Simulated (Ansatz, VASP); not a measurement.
# TiC in two plane-wave programs, part 2 of 2

Wanted: the spread between two codes on one cell, functional and k mesh. The cell is taken from a series of VASP runs on this material, whose earlier steps may have relaxed, scaled or displaced it; both programs get it as it stands.

VASP 6.6.1 and Ansatz 0.2.0.

So far: Starting point; Ansatz: relaxation of cell and atoms, PBEsol, DFT+U.

### Step 3. VASP: relaxation of cell and atoms, PBEsol, DFT+U

Level of this step: PBEsol, DFT+U (Ti d 4 eV); plane waves and PAW (Ti_sv, C) (VASP).

The same cell, functional, mesh and smearing now go to VASP, with its own data sets and cutoff.

Lines of VASP's logs that name or quote its potential files are left out, and so is its time.

Contents of INCAR:

```
SYSTEM = TiC
PREC = Accurate
ENCUT = 520
EDIFF = 1E-06
NELM = 100
ISMEAR = 1
SIGMA = 0.15
LREAL = .FALSE.
ALGO = Normal
GGA = PS
NBANDS = 14
LDAU = .TRUE.
LDAUTYPE = 2
LDAUL = 2 -1
LDAUU = 4 0
LDAUJ = 0 0
LDAUPRINT = 1
LASPH = .TRUE.
LMAXMIX = 4
LORBIT = 11
LWAVE = .FALSE.
LCHARG = .FALSE.
KPAR = 4
IBRION = 2
NSW = 50
ISIF = 3
EDIFFG = -0.006
```

Contents of POSCAR:

```
TiC
1.0
    0.0000000000      2.1798678266      2.1798678266
    2.1798678266      0.0000000000      2.1798678266
    2.1798678266      2.1798678266      0.0000000000
Ti C
1 1
Direct
    0.5000000000      0.5000000000      0.5000000000
    0.0000000000      0.0000000000      0.0000000000
```

Contents of KPOINTS:

```
Automatic mesh
0
Gamma
18 18 18
0 0 0
```

The projector-augmented-wave data sets are Ti_sv and C (PBE family, release 64).

Launch:

```
> mpirun -np 4 vasp_std
```

Numbers of over 12 decimals in the logs are rounded to 6 here.

The log of the run:

```text
[banner, memory and clock lines left out]
running    4 mpi-ranks, on    1 nodes
 distrk:  each k-point on    1 cores,    4 groups
 distr:  one band on    1 cores,    1 groups

 POSCAR found type information on POSCAR TiC
 POSCAR found :  2 types and       2 ions
|                                                                             |
|               ----> ADVICE to this user running VASP <----                  |
|                                                                             |
|     You enforced a specific xc type in the INCAR file but a different       |
|     [... a line on the potential file left out ...]
|     I HOPE YOU KNOW WHAT YOU ARE DOING!                                     |
|                                                                             |

 LDA part: xc-table for (Slater+PW92), standard interpolation
 POSCAR, INCAR and KPOINTS ok, starting setup
 FFT: planning ... GRIDC
 FFT: planning ... GRID_SOFT
 FFT: planning ... GRID
 WAVECAR not read
 entering main loop
       N       E                     dE             d eps       ncg     rms          rms(c)
DAV:   1     0.126392069533E+03    0.12639E+03   -0.84910E+03  5480   0.141E+03
DAV:   2    -0.111096981361E+02   -0.13750E+03   -0.12935E+03  5778   0.358E+02
DAV:   3    -0.228230765302E+02   -0.11713E+02   -0.11509E+02  8982   0.948E+01
DAV:   4    -0.232904192378E+02   -0.46734E+00   -0.46705E+00  6416   0.151E+01
DAV:   5    -0.233032706270E+02   -0.12851E-01   -0.12849E-01  7604   0.215E+00    0.184E+01
DAV:   6    -0.171315385835E+02    0.61717E+01   -0.15105E+01  7882   0.623E+01    0.602E+00
DAV:   7    -0.168323843280E+02    0.29915E+00   -0.18556E+00  6754   0.186E+01    0.438E+00
DAV:   8    -0.167999675377E+02    0.32417E-01   -0.11013E-01  6344   0.431E+00    0.247E+00
DAV:   9    -0.168208286539E+02   -0.20861E-01   -0.14977E-01  6762   0.466E+00    0.132E+00
DAV:  10    -0.168140699428E+02    0.67587E-02   -0.14971E-02  6994   0.189E+00    0.890E-01
DAV:  11    -0.168091034784E+02    0.49665E-02   -0.62709E-03  5934   0.114E+00    0.348E-01
DAV:  12    -0.168083689226E+02    0.73456E-03   -0.15659E-03  6516   0.534E-01    0.403E-02
DAV:  13    -0.168083736105E+02   -0.46878E-05   -0.71832E-05  5952   0.936E-02    0.773E-03
DAV:  14    -0.168083752953E+02   -0.16849E-05   -0.18852E-06  6434   0.153E-02    0.553E-03
DAV:  15    -0.168083748765E+02    0.41878E-06   -0.13019E-06  4578   0.197E-02
   1 F= -.16808375E+02 E0= -.16808572E+02  d E =-.168084E+02
 curvature:   0.00 expect dE= 0.000E+00 dE for cont linesearch  0.000E+00
 trial: gam= 0.00000 g(F)=  0.413E-59 g(S)=  0.577E-06 ort = 0.000E+00 (trialstep = 0.100E+01)
 search vector abs. value=  0.577E-06
 reached required accuracy - stopping structural energy minimisation
```

OUTCAR, selected parts (step 3):

```text
ion  position               nearest neighbor table
   1  0.500  0.500  0.500-   2 2.18   2 2.18   2 2.18   2 2.18   2 2.18   2 2.18
   2  0.000  0.000  0.000-   1 2.18   1 2.18   1 2.18   1 2.18   1 2.18   1 2.18

  LATTYP: Found a face centered cubic cell.
 ALAT       =     4.3597356532

 Subroutine GETGRP returns: Found 48 space group operations
 (whereof 48 operations were pure point group operations)

The static configuration has the point symmetry O_h .

 Found    195 irreducible k-points:

   k-points           NKPTS =    195   k-points in BZ     NKDIM =    195   number of bands    NBANDS=     14

   dimension x,y,z NGX =    24 NGY =   24 NGZ =   24
   dimension x,y,z NGXF=    48 NGYF=   48 NGZF=   48

   ENCUT  =  520.0 eV  38.22 Ry    6.18 a.u.   5.73  5.73  5.73*2*pi/ulx,y,z

   NELECT =      16.0000    total number of electrons

 k-points in reciprocal lattice and weights: Automatic mesh
   0.00000000  0.00000000  0.00000000       0.000
   0.05555556  0.00000000  0.00000000       0.001
   0.11111111  0.00000000  0.00000000       0.001
   0.16666667  0.00000000  0.00000000       0.001
   0.22222222  0.00000000  0.00000000       0.001
   0.27777778  0.00000000  0.00000000       0.001
   0.33333333  0.00000000  0.00000000       0.001
   0.38888889  0.00000000  0.00000000       0.001
   0.44444444  0.00000000  0.00000000       0.001
[...]
-0.27777778  0.44444444  0.22222222       0.004
  -0.27777778  0.50000000  0.22222222       0.002

atom =   1  type =  1  l = 2

 onsite density matrix

spin component  1

  0.1170 -0.0000  0.0000 -0.0000 -0.0000
 -0.0000  0.1170 -0.0000 -0.0000 -0.0000
  0.0000 -0.0000  0.2795  0.0000  0.0000
 -0.0000 -0.0000  0.0000  0.1170  0.0000
 -0.0000 -0.0000  0.0000  0.0000  0.2795

spin component  2

 occupancies and eigenvectors

  o =  0.1170  v =  0.9992  0.0173 -0.0000  0.0357  0.0000  0.0000  0.0000  0.0000  0.0000  0.0000      0.0000  0.0000  0.0000  0.0000  0.0000  0.0000  0.0000  0.0000  0.0000  0.0000
  o =  0.1170  v =  0.0000  0.0000  0.0000  0.0000  0.0000  0.9992  0.0173 -0.0000  0.0357  0.0000      0.0000  0.0000  0.0000  0.0000  0.0000  0.0000  0.0000  0.0000  0.0000  0.0000
  o =  0.1170  v =  0.0210 -0.9940 -0.0000 -0.1072 -0.0000  0.0000  0.0000  0.0000  0.0000  0.0000      0.0000  0.0000  0.0000  0.0000  0.0000  0.0000  0.0000  0.0000  0.0000  0.0000
  o =  0.1170  v =  0.0000  0.0000  0.0000  0.0000  0.0000  0.0210 -0.9940 -0.0000 -0.1072 -0.0000      0.0000  0.0000  0.0000  0.0000  0.0000  0.0000  0.0000  0.0000  0.0000  0.0000
  o =  0.1170  v =  0.0337  0.1079 -0.0000 -0.9936  0.0000  0.0000  0.0000  0.0000  0.0000  0.0000      0.0000  0.0000  0.0000  0.0000  0.0000  0.0000  0.0000  0.0000  0.0000  0.0000
  o =  0.1170  v =  0.0000  0.0000  0.0000  0.0000  0.0000  0.0337  0.1079 -0.0000 -0.9936  0.0000      0.0000  0.0000  0.0000  0.0000  0.0000  0.0000  0.0000  0.0000  0.0000  0.0000
  o =  0.2795  v =  0.0000  0.0000  0.0538 -0.0000 -0.9986  0.0000  0.0000  0.0000  0.0000  0.0000      0.0000  0.0000  0.0000  0.0000  0.0000  0.0000  0.0000  0.0000  0.0000  0.0000
  o =  0.2795  v =  0.0000  0.0000  0.0000  0.0000  0.0000  0.0000  0.0000  0.0538 -0.0000 -0.9986      0.0000  0.0000  0.0000  0.0000  0.0000  0.0000  0.0000  0.0000  0.0000  0.0000
  o =  0.2795  v =  0.0000  0.0000  0.0000  0.0000  0.0000 -0.0000  0.0000 -0.9986  0.0000 -0.0538      0.0000  0.0000  0.0000  0.0000  0.0000  0.0000  0.0000  0.0000  0.0000  0.0000
  o =  0.2795  v = -0.0000  0.0000 -0.9986  0.0000 -0.0538  0.0000  0.0000  0.0000  0.0000  0.0000      0.0000  0.0000  0.0000  0.0000  0.0000  0.0000  0.0000  0.0000  0.0000  0.0000

 average (electrostatic) potential at core
       1 -71.9434       2 -44.2664

 E-fermi :   9.5802

 k-point     1 :       0.0000    0.0000    0.0000
  band No.  band energies     occupation
      1     -47.9224      2.00000
      2     -24.0261      2.00000
      3     -24.0261      2.00000
      4     -24.0261      2.00000
      5      -3.0355      2.00000
      6      10.6019     -0.00000
      7      10.6019     -0.00000
      8      10.6019     -0.00000
      9      11.0623     -0.00000
     10      11.0623     -0.00000
    ...

 k-point     2 :       0.0556    0.0000    0.0000
  band No.  band energies     occupation
      1     -47.9204      2.00000
      2     -24.0400      2.00000
      3     -24.0274      2.00000
      4     -24.0274      2.00000
      5      -2.9665      2.00000
      6      10.0773     -0.00003
      7      10.1781     -0.00000
      8      10.1781     -0.00000
      9      10.7444     -0.00000
     10      10.7444     -0.00000
    ...

 k-point     3 :       0.1111    0.0000    0.0000
  band No.  band energies     occupation
    ...
      4     -24.0314      2.00000
      5      -2.7627      2.00000
      6       9.2359      2.00550
      7       9.4144      2.06579
      8       9.4144      2.06579
      9      10.8813     -0.00000
     10      10.8813     -0.00000
     11      11.7845     -0.00000
     12      12.8987      0.00000
     13      12.8987      0.00000
    ...

 k-point     4 :       0.1667    0.0000    0.0000
  band No.  band energies     occupation
    ...
      4     -24.0373      2.00000
      5      -2.4332      2.00000
      6       8.2863      2.00000
      7       8.7164      2.00000
      8       8.7164      2.00000
      9      11.1205     -0.00000
     10      11.1205     -0.00000
     11      12.0741     -0.00000
     12      13.8305      0.00000
     13      13.8305      0.00000
    ...

 k-point     5 :       0.2222    0.0000    0.0000
  band No.  band energies     occupation
    ...
      4     -24.0447      2.00000
      5      -1.9932      2.00000
      6       7.2924      2.00000
      7       8.1075      2.00000
      8       8.1075      2.00000
      9      11.4342     -0.00000
     10      11.4342     -0.00000
     11      12.3387     -0.00000
     12      14.7370      0.00000
     13      14.7370      0.00000
    ...

 k-point     6 :       0.2778    0.0000    0.0000
  band No.  band energies     occupation
    ...
      4     -24.0525      2.00000
      5      -1.4638      2.00000
      6       6.3023      2.00000
      7       7.5981      2.00000
      8       7.5981      2.00000
      9      11.7945     -0.00000
     10      11.7945     -0.00000
     11      12.6275      0.00000
     12      15.5826      0.00000
     13      15.5826      0.00000
    ...

  Total       -0.0028238     -0.0028238     -0.0028238     -0.0000000      0.0000000     -0.0000000
  in kB       -0.2183834     -0.2183834     -0.2183834     -0.0000000      0.0000000     -0.0000000
  external PRESSURE =      -0.2183834 kB  Pullay stress =       0.0000000 kB

  energy-cutoff  :      520.00
  volume of cell :       20.72
      direct lattice vectors                 reciprocal lattice vectors
     0.000000000  2.179867827  2.179867827    -0.229371705  0.229371705  0.229371705
     2.179867827  0.000000000  2.179867827     0.229371705 -0.229371705  0.229371705
     2.179867827  2.179867827  0.000000000     0.229371705  0.229371705 -0.229371705

 POSITION                                       TOTAL-FORCE (eV/Angst)
 -----------------------------------------------------------------------------------
      2.17987      2.17987      2.17987         0.000000      0.000000     -0.000000
      0.00000      0.00000      0.00000        -0.000000     -0.000000      0.000000
 -----------------------------------------------------------------------------------
    total drift:                               -0.000000     -0.000000      0.000000

  FREE ENERGIE OF THE ION-ELECTRON SYSTEM (eV)
  ---------------------------------------------------
  free  energy   TOTEN  =       -16.8083748765 eV

  energy  without entropy=      -16.8089670688  energy(sigma->0) =      -16.80857227

 reached required accuracy - stopping structural energy minimisation

 total charge
# of ion       s       p       d       tot
------------------------------------------
    1        2.210   6.265   1.793  10.267
    2        0.880   1.520   0.000   2.400
--------------------------------------------------
tot          3.090   7.785   1.793  12.667
```

CONTCAR:

```
TiC
   1.00000000000000
     0.0000000000000000    2.1798678265999998    2.1798678265999998
     2.1798678265999998    0.0000000000000000    2.1798678265999998
     2.1798678265999998    2.1798678265999998    0.0000000000000000
  Ti              C
     1     1
Direct
     0.5000000000000000    0.5000000000000000    0.5000000000000000
     0.0000000000000000    0.0000000000000000    0.0000000000000000
```

A U on the itinerant d states of such a compound is hard to justify; it moves the bands at the Fermi level. The run keeps the 48 symmetry operations of its start, so it cannot find a distortion of lower symmetry.

### Step 4. Differences

Known differences besides the potentials themselves: U acts on the PAW sphere in VASP and on atomic orbitals in Ansatz, so only states and trends compare; both relaxations stop at a tolerance, which leaves soft axes loose, and VASP keeps its plane-wave basis; the cutoff is 420 eV in Ansatz and 520 eV in VASP; Ansatz makes its cores anew for this functional, VASP keeps those of its PBE data sets; Ansatz adds a Pulay correction to the stress that steers its cell, VASP none. Total energies have different zeros and are not compared.

The two programs side by side:

| quantity | Ansatz | VASP | difference |
| --- | --- | --- | --- |
| volume (Å³) | 20.31 | 20.72 | -1.95 % |
| edge a after relaxation, in the typed setting (Å) | 3.063 | 3.083 | -0.66 % |

The walks stopped with -0.03 GPa left in Ansatz and -0.02 GPa in VASP; each walk ends within a tolerance, so the volume difference is uncertain by about these residues over the bulk modulus, most in soft cells.

### Step 5. What came out

```yaml
difference_in_volume_relaxation_of_cell_and_atoms_pbesol_dft_u: -2.0 %
```

**Reading.** The difference in volume is -2.0 % (relaxation of cell and atoms, PBEsol, DFT+U). How closely two codes agree says nothing of how well the functional describes the real material.

[Lines on the potential files, build, host, timing and source positions are cut from VASP's logs without a mark.]

[Logs are printed without paths, hosts, clocks, repeated set-up lines and the standing remarks that a program may print on its own settings, such as how far it seeks lower states.]

[Hosts, paths, dates, database ids (printed as entryN), source tags and the programs' standing remarks are cut or masked in the printed files.]
